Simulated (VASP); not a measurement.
Output of a VASP run:

**OSZICAR**
```
       N       E                     dE             d eps       ncg     rms          rms(c)
DAV:   1     0.191862370769E+03    0.19186E+03   -0.81450E+03  1120   0.127E+03
DAV:   2     0.102325461974E+02   -0.18163E+03   -0.17604E+03  1156   0.372E+02
DAV:   3    -0.988504071442E+01   -0.20118E+02   -0.19682E+02  1492   0.147E+02
DAV:   4    -0.107334377451E+02   -0.84840E+00   -0.84568E+00  1372   0.314E+01
DAV:   5    -0.107721879944E+02   -0.38750E-01   -0.38745E-01  1640   0.654E+00    0.485E+00
DAV:   6    -0.104065510801E+02    0.36564E+00   -0.91459E-01  1596   0.962E+00    0.321E+00
DAV:   7    -0.104068150191E+02   -0.26394E-03   -0.14804E-01  1284   0.230E+00    0.189E+00
DAV:   8    -0.104047839273E+02    0.20311E-02   -0.23980E-02  1504   0.188E+00    0.488E-01
DAV:   9    -0.104031980832E+02    0.15858E-02   -0.40344E-03  1548   0.728E-01    0.184E-01
DAV:  10    -0.104031803717E+02    0.17712E-04   -0.12543E-03  1524   0.304E-01    0.458E-02
DAV:  11    -0.104031822502E+02   -0.18786E-05   -0.86799E-05  1296   0.743E-02    0.483E-02
DAV:  12    -0.104031799255E+02    0.23247E-05   -0.12758E-05  1464   0.523E-02    0.617E-03
DAV:  13    -0.104031797198E+02    0.20567E-06   -0.90653E-07   748   0.161E-02
   1 F= -.10403180E+02 E0= -.10403180E+02  d E =-.103964E-10  mag=    -0.0000    -0.0000    -0.0000
       N       E                     dE             ncg
       N       E                     dE             ncg
       N       E                     dE             ncg
```

OUTCAR:
```
------------------------ aborting loop because EDIFF is reached ----------------------------------------
  FORCE on cell =-STRESS in cart. coord.  units (eV):
  Direction    XX          YY          ZZ          XY          YZ          ZX
  --------------------------------------------------------------------------------------
  Total       -0.1308215     -0.1308215     -0.1308215     -0.0000000     -0.0000000      0.0000000
  in kB       -4.1973582     -4.1973582     -4.1973582     -0.0000000     -0.0000000      0.0000000
  external PRESSURE =      -4.1973582 kB  Pullay stress =       0.0000000 kB
  volume of cell :       49.94
      direct lattice vectors                 reciprocal lattice vectors
     0.000000000  2.922769317  2.922769317    -0.171070634  0.171070634  0.171070634
     2.922769317  0.000000000  2.922769317     0.171070634 -0.171070634  0.171070634
     2.922769317  2.922769317  0.000000000     0.171070634  0.171070634 -0.171070634
  FREE ENERGIE OF THE ION-ELECTRON SYSTEM (eV)
  ---------------------------------------------------
  free  energy   TOTEN  =       -10.4031797198 eV

  energy  without entropy=      -10.4031797198  energy(sigma->0) =      -10.40317972

 Ion:    1  E_soc:     -0.8360947

 Ion:    2  E_soc:     -0.0041743
```
(Selected blocks of OUTCAR.)

File POSCAR:
```
PbS
1
    0.0000000000     2.9227693171     2.9227693171
    2.9227693171     0.0000000000     2.9227693171
    2.9227693171     2.9227693171     0.0000000000
Pb S
1 1
Direct
  0.0000000000   0.0000000000   0.0000000000
  0.5000000000   0.5000000000   0.5000000000
```

**Question.** Reconstruct the remaining input files.

**Answer.** One answer among several that fit: the input of the run itself, LDA (Ceperley-Alder, Perdew-Zunger) with spin-orbit coupling, plane waves, VASP's LDA PAW potentials (set 64).

### KPOINTS
```
Automatic mesh
0
Gamma
7 7 7
0 0 0
```

KPOINTS_OPT:
```
k-points along high-symmetry lines
8
Line-mode
Reciprocal
  0.000000   0.000000   0.000000 ! GAMMA
  0.500000   0.000000   0.500000 ! X

  0.500000   0.000000   0.500000 ! X
  0.625000   0.250000   0.625000 ! U

  0.375000   0.375000   0.750000 ! K
  0.000000   0.000000   0.000000 ! GAMMA

  0.000000   0.000000   0.000000 ! GAMMA
  0.500000   0.500000   0.500000 ! L

  0.500000   0.500000   0.500000 ! L
  0.500000   0.250000   0.750000 ! W

  0.500000   0.250000   0.750000 ! W
  0.500000   0.000000   0.500000 ! X
```

INCAR:
```
# general
SYSTEM     = PbS
PREC       = Accurate
ENCUT      = 400
LREAL      = .FALSE.
LASPH      = .TRUE.

# electronic loop
EDIFF      = 1E-6
NELM       = 100
ALGO       = Normal
LMAXMIX    = 4

# smearing
ISMEAR     = 0
SIGMA      = 0.05

# functional
GGA_COMPAT = .FALSE.

# spin
MAGMOM     = 6*0
LSORBIT    = .TRUE.

# output
LWAVE      = .FALSE.
LCHARG     = .FALSE.
```

POTCAR, in this order: Pb_d S (LDA.64 set). Program: vasp_ncl.

The compound is PbS in the rock salt structure. It was relaxed first.
